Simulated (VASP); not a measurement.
Wanted: the native input for a VASP 6.6.1 run.

```yaml
Task: density of states
Functional: PBE
Potentials_or_basis: VASP PAW PBE potentials, release 64 (Ge_d, B, C)
Cutoff: 520 eV
k_mesh: 12 × 12 × 4
Occupations: gaussian, width 0.1 eV
Spin: no spin polarisation
k_mesh_for_the_DOS: 18 × 18 × 6
Occupations_for_the_DOS: tetrahedron
Further_INCAR_settings: ALGO = Normal; EDIFF = 1e-07
```

Ge3B2C3:

```
CELL_PARAMETERS angstrom
3.04151 0.00000 0.00000
-1.52076 2.63403 0.00000
0.00000 0.00000 10.83432
ATOMIC_POSITIONS crystal
Ge 0.33333 0.66667 0.71493
Ge 0.66667 0.33333 0.28507
Ge 0.00000 0.00000 0.50000
B 0.33333 0.66667 0.06961
B 0.66667 0.33333 0.93039
C 0.33333 0.66667 0.21251
C 0.66667 0.33333 0.78749
C 0.00000 0.00000 0.00000
```

The cell was built by a generator and needn't be a form met in nature.

One way to write it, as run:

POSCAR

```
Ge3B2C3
1.0
    3.0415130000      0.0000000000      0.0000000000
   -1.5207570000      2.6340280000      0.0000000000
    0.0000000000      0.0000000000     10.8343200000
Ge B C
3 2 3
Direct
    0.3333330000      0.6666670000      0.7149350000
    0.6666670000      0.3333330000      0.2850650000
    0.0000000000      0.0000000000      0.5000000000
    0.3333330000      0.6666670000      0.0696150000
    0.6666670000      0.3333330000      0.9303850000
    0.3333330000      0.6666670000      0.2125060000
    0.6666670000      0.3333330000      0.7874940000
    0.0000000000      0.0000000000      0.0000000000
```

INCAR.step1

```
ALGO = Normal
EDIFF = 1E-7
ENCUT = 520
GGA = PE
ISIF = 2
ISMEAR = 0
KPAR = 4
LASPH = T
LCHARG = T
LREAL = F
LWAVE = F
NELM = 60
PREC = Accurate
SIGMA = 0.1
```

KPOINTS.step1

```
k-points
0
Gamma
  12 12 4
```

INCAR.step2

```
ALGO = Normal
EDIFF = 1E-7
ENCUT = 520
GGA = PE
ICHARG = 11
ISIF = 2
ISMEAR = -5
KPAR = 4
LASPH = T
LCHARG = F
LORBIT = 10
LREAL = F
LWAVE = F
NEDOS = 1001
NELM = 60
PREC = Accurate
SIGMA = 0.1
```

KPOINTS.step2

```
k-points
0
Gamma
  18 18 6
```

Potentials or basis: VASP PAW PBE potentials, release 64 (Ge_d, B, C).

Command:

```console
$ cat potpaw_PBE.64/Ge_d/POTCAR potpaw_PBE.64/B/POTCAR potpaw_PBE.64/C/POTCAR > POTCAR
$ cp INCAR.step1 INCAR
$ cp KPOINTS.step1 KPOINTS
$ mpirun -np 4 vasp_std > vasp.out
$ cp INCAR.step2 INCAR
$ cp KPOINTS.step2 KPOINTS
$ mpirun -np 4 vasp_std > vasp.out
```

It gave:

```
Valence electrons inside the program's atomic spheres : Ge 12.64, 12.22; B 1.68; C 2.54, 2.31
```

Wall time 74 s on 4 MPI ranks on Intel(R) Xeon(R) 6975P-C (Granite Rapids), on a shared host, peak memory 0.57 GiB a rank.
